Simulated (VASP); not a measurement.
Output of a VASP run:

**OUTCAR**
```
 ion  position               nearest neighbor table
   1  0.000  0.000  0.000-
   2  0.333  0.667  0.500-   3 2.68   3 2.68   3 2.68
   3  0.667  0.333  0.500-   2 2.68   2 2.68   2 2.68
  LATTYP: Found a hexagonal cell.
 ALAT       =     4.6465340554
 C/A-ratio  =     0.5587520952
 Subroutine PRICEL returns:
 Original cell was already a primitive cell.
 Subroutine GETGRP returns: Found 24 space group operations
The static configuration has the point symmetry D_6h.
The dynamic configuration has the point symmetry D_6h.
 Subroutine INISYM returns: Found 24 space group operations
 Subroutine IBZKPT returns following result:
 Found     60 irreducible k-points:

 Following reciprocal coordinates:
            Coordinates               Weight
  0.000000  0.000000  0.000000      1.000000
  0.125000 -0.000000  0.000000      6.000000
  0.250000 -0.000000  0.000000      6.000000
  0.375000  0.000000  0.000000      6.000000
  0.500000 -0.000000  0.000000      3.000000
  0.125000  0.125000  0.000000      6.000000
  0.250000  0.125000  0.000000     12.000000
  0.375000  0.125000  0.000000     12.000000
  0.250000  0.250000  0.000000      6.000000
  0.375000  0.250000  0.000000      6.000000
  0.000000  0.000000  0.100000      2.000000
  0.125000 -0.000000  0.100000     12.000000
  0.250000 -0.000000  0.100000     12.000000
  0.375000  0.000000  0.100000     12.000000
  0.500000 -0.000000  0.100000      6.000000
  0.125000  0.125000  0.100000     12.000000
  0.250000  0.125000  0.100000     24.000000
  0.375000  0.125000  0.100000     24.000000
  0.250000  0.250000  0.100000     12.000000
  0.375000  0.250000  0.100000     12.000000
  0.000000  0.000000  0.200000      2.000000
  0.125000 -0.000000  0.200000     12.000000
  0.250000 -0.000000  0.200000     12.000000
  0.375000  0.000000  0.200000     12.000000
  0.500000 -0.000000  0.200000      6.000000
  0.125000  0.125000  0.200000     12.000000
  0.250000  0.125000  0.200000     24.000000
  0.375000  0.125000  0.200000     24.000000
  0.250000  0.250000  0.200000     12.000000
  0.375000  0.250000  0.200000     12.000000
  0.000000  0.000000  0.300000      2.000000
  0.125000 -0.000000  0.300000     12.000000
  0.250000 -0.000000  0.300000     12.000000
  0.375000  0.000000  0.300000     12.000000
  0.500000 -0.000000  0.300000      6.000000
  0.125000  0.125000  0.300000     12.000000
  0.250000  0.125000  0.300000     24.000000
  0.375000  0.125000  0.300000     24.000000
  0.250000  0.250000  0.300000     12.000000
  0.375000  0.250000  0.300000     12.000000
   k-points           NKPTS =     60   k-points in BZ     NKDIM =     60   number of bands    NBANDS=     25
   number of dos      NEDOS =    301   number of ions     NIONS =      3
   total plane-waves  NPLWV =  25920
   dimension x,y,z NGX =    36 NGY =   36 NGZ =   20
   dimension x,y,z NGXF=    72 NGYF=   72 NGZF=   40
   ions per type =               3
   PREC   = accura    normal or accurate (medium, high low for compatibility)
   ISTART =      0    job   : 0-new  1-cont  2-samecut
   ICHARG =      2    charge: 1-file 2-atom 10-const
   ISPIN  =      1    spin polarized calculation?
   LNONCOLLINEAR =      F non collinear calculations
   LSORBIT =      F    spin-orbit coupling
   INIWAV =      1    electr: 0-lowe 1-rand  2-diag
   ENCUT  =  480.0 eV  35.28 Ry    5.94 a.u.   8.30  8.30  4.64*2*pi/ulx,y,z
   NELM   =    100;   NELMIN=  2; NELMDL= -5     # of ELM steps
   EDIFF  = 0.1E-06   stopping-criterion for ELM
   LREAL  =      F    real-space projection
   NLSPLINE    = F    spline interpolate recip. space projectors
   LMAXMIX     =    4 max onsite mixed and CHGCAR
   VOSKOWN=      0    Vosko Wilk Nusair interpolation
   EDIFFG = -.1E-01   stopping-criterion for IOM
   NSW    =     40    number of steps for IOM
...
```

### OSZICAR
```
...
DAV:   3    -0.425268975625E+02   -0.36937E+02   -0.36413E+02  3617   0.175E+02
DAV:   4    -0.437124313142E+02   -0.11855E+01   -0.11819E+01  3441   0.390E+01
DAV:   5    -0.437316635219E+02   -0.19232E-01   -0.19191E-01  3693   0.487E+00    0.293E+00
DAV:   6    -0.396336692454E+02    0.40980E+01   -0.47547E-01  3610   0.172E+01    0.160E+00
DAV:   7    -0.388905925869E+02    0.74308E+00   -0.97512E-01  3140   0.803E+00    0.612E-01
DAV:   8    -0.396083510479E+02   -0.71776E+00   -0.30524E-01  3341   0.428E+00    0.317E-01
DAV:   9    -0.396561091482E+02   -0.47758E-01   -0.69178E-02  3304   0.189E+00    0.110E-01
DAV:  10    -0.396557039861E+02    0.40516E-03   -0.41227E-03  3663   0.740E-01    0.745E-02
DAV:  11    -0.396569701833E+02   -0.12662E-02   -0.50765E-04  3154   0.236E-01    0.446E-02
DAV:  12    -0.396565165165E+02    0.45367E-03   -0.65459E-04  3569   0.195E-01    0.185E-02
DAV:  13    -0.396571478880E+02   -0.63137E-03   -0.41964E-04  3149   0.165E-01    0.663E-03
DAV:  14    -0.396571568215E+02   -0.89335E-05   -0.19161E-05  4056   0.386E-02    0.221E-03
DAV:  15    -0.396571587882E+02   -0.19667E-05   -0.34527E-06  2799   0.274E-02    0.120E-03
DAV:  16    -0.396571584465E+02    0.34176E-06   -0.14831E-06  2947   0.150E-02    0.677E-04
DAV:  17    -0.396571592742E+02   -0.82778E-06   -0.20526E-07  2355   0.951E-03    0.416E-04
DAV:  18    -0.396571594258E+02   -0.15158E-06   -0.45829E-08  1662   0.258E-03    0.115E-04
DAV:  19    -0.396571594470E+02   -0.21208E-07   -0.13756E-08  1599   0.271E-03
   1 F= -.35112328E+02 E0= -.35112458E+02  d E =-.351123E+02
       N       E                     dE             d eps       ncg     rms          rms(c)
DAV:   1    -0.396456804583E+02    0.11479E-01   -0.12784E-01  3725   0.679E+00    0.559E-01
DAV:   2    -0.396393035580E+02    0.63769E-02   -0.83025E-03  3667   0.172E+00    0.284E-01
DAV:   3    -0.396370498980E+02    0.22537E-02   -0.39516E-03  3934   0.110E+00    0.539E-02
DAV:   4    -0.396367103972E+02    0.33950E-03   -0.92516E-04  3339   0.401E-01    0.151E-02
DAV:   5    -0.396368724666E+02   -0.16207E-03   -0.54524E-04  3037   0.143E-01    0.104E-02
DAV:   6    -0.396369601279E+02   -0.87661E-04   -0.52990E-05  3367   0.495E-02    0.501E-03
DAV:   7    -0.396369573620E+02    0.27658E-05   -0.44571E-06  3157   0.136E-02    0.854E-04
DAV:   8    -0.396369570348E+02    0.32725E-06   -0.42266E-07  2594   0.608E-03    0.206E-04
DAV:   9    -0.396369569756E+02    0.59186E-07   -0.28045E-08  1744   0.178E-03
   2 F= -.35112374E+02 E0= -.35112509E+02  d E =-.451219E-04
       N       E                     dE             d eps       ncg     rms          rms(c)
DAV:   1    -0.396470764301E+02   -0.10119E-01   -0.22628E-02  3740   0.288E+00    0.234E-01
DAV:   2    -0.396459227630E+02    0.11537E-02   -0.14474E-03  3666   0.715E-01    0.119E-01
DAV:   3    -0.396455010760E+02    0.42169E-03   -0.70347E-04  3926   0.461E-01    0.222E-02
DAV:   4    -0.396454621367E+02    0.38939E-04   -0.16101E-04  3354   0.168E-01    0.639E-03
DAV:   5    -0.396454946220E+02   -0.32485E-04   -0.94356E-05  3034   0.595E-02    0.442E-03
DAV:   6    -0.396455136166E+02   -0.18995E-04   -0.93668E-06  3241   0.210E-02    0.213E-03
DAV:   7    -0.396455166116E+02   -0.29950E-05   -0.75444E-07  2652   0.573E-03    0.347E-04
DAV:   8    -0.396455169911E+02   -0.37947E-06   -0.75467E-08  1981   0.285E-03    0.770E-05
DAV:   9    -0.396455170365E+02   -0.45361E-07   -0.66592E-09  1524   0.115E-03
   3 F= -.35112457E+02 E0= -.35112590E+02  d E =-.128933E-03
```

**OUTCAR**
```
------------------------ aborting loop because EDIFF is reached ----------------------------------------
  FORCE on cell =-STRESS in cart. coord.  units (eV):
  Direction    XX          YY          ZZ          XY          YZ          ZX
  --------------------------------------------------------------------------------------
  Total        4.5442080      4.5442055      4.5595718      0.0000000      0.0000000     -0.0000000
  in kB      150.3689031    150.3688206    150.8772947      0.0000000      0.0000000     -0.0000000
  external PRESSURE =       0.5383395 kB  Pullay stress =     150.0000000 kB
  volume of cell :       48.42
      direct lattice vectors                 reciprocal lattice vectors
     4.642464443  0.000000000  0.000000000     0.215402835  0.124362919  0.000000000
    -2.321232221  4.020491041 -0.000000000    -0.000000000  0.248725837  0.000000000
     0.000000000  0.000000000  2.594078243    -0.000000000  0.000000000  0.385493384
 POSITION                                       TOTAL-FORCE (eV/Angst)
 -----------------------------------------------------------------------------------
      0.00000      0.00000      0.00000        -0.000000      0.000000      0.000000
     -0.00000      2.68033      1.29704         0.000000      0.000000      0.000000
      2.32123      1.34016      1.29704        -0.000000     -0.000000      0.000000
 -----------------------------------------------------------------------------------
    total drift:                                0.000000      0.000000      0.000000
  FREE ENERGIE OF THE ION-ELECTRON SYSTEM (eV)
  ---------------------------------------------------
  free  energy   TOTEN  =       -39.6455170365 eV

  energy  without entropy=      -39.6459148813  energy(sigma->0) =      -39.64564965
  enthalpy is  TOTEN    =       -35.1124573998 eV   P V=        4.5330596367

 reached required accuracy - stopping structural energy minimisation
```
(Selected blocks of OUTCAR.)

### POSCAR
```
Ge
1
    4.6465340554     0.0000000000     0.0000000000
   -2.3232670276     4.0240155125    -0.0000000000
   -0.0000000000    -0.0000000000     2.5962606390
Ge
3
Direct
  0.0000000000   0.0000000000   0.0000000000
  0.3333330000   0.6666670000   0.5000000000
  0.6666670000   0.3333330000   0.5000000000
```

Question: Reconstruct the remaining input files.

Answer: This is not unique; one that fits is the input of the run itself, r2SCAN meta-GGA, plane waves, VASP's PBE PAW potentials (set 64).

### INCAR
```
ALGO = Normal
EDIFF = 1E-7
EDIFFG = -0.01
ENCUT = 480
IBRION = 2
ISIF = 3
ISMEAR = 1
LASPH = .TRUE.
LCHARG = .FALSE.
LMAXMIX = 4
LMIXTAU = .TRUE.
LREAL = .FALSE.
LWAVE = .FALSE.
METAGGA = R2SCAN
NELM = 100
NSW = 40
PREC = Accurate
PSTRESS = 150
SIGMA = 0.1
SYSTEM = Ge
```

### KPOINTS
```
kpoints
0
G
  8 8 10
0 0 0
```

POTCAR, in this order: Ge_d (PBE.64 set). Program: vasp_std.

The structure was generated: Ge was put into the omega type (P6/mmm), which need not be its known phase. This run relaxes it under an external pressure of 15 GPa. Symmetry was kept, so distortions that lower it aren't found.
